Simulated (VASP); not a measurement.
Here is the system:

```
Te
1.0
    2.26767    -3.92772     0.00000
    2.26767     3.92772     0.00000
    0.00000     0.00000     5.95648
Te
3
Cartesian
  2.87139  -2.88206   3.97099
  3.32791   0.00000   0.00000
  2.87139   2.88206   1.98549
```

Method: PBE GGA, VASP's PBE PAW potentials (set 64) (plane waves; VASP 6.6.1). Numerical set-up: 520 eV cut-off, 5×5×4 Γ-centred mesh, Gaussian smearing of 0.050 eV, potentials Te.

Task: Estimate the energy per atom (σ→0).

Result: 
```json
{
 "energy per atom (σ→0)": "-3.142 eV/atom"
}
```

The compound is Te in the trig structure. It was relaxed first.
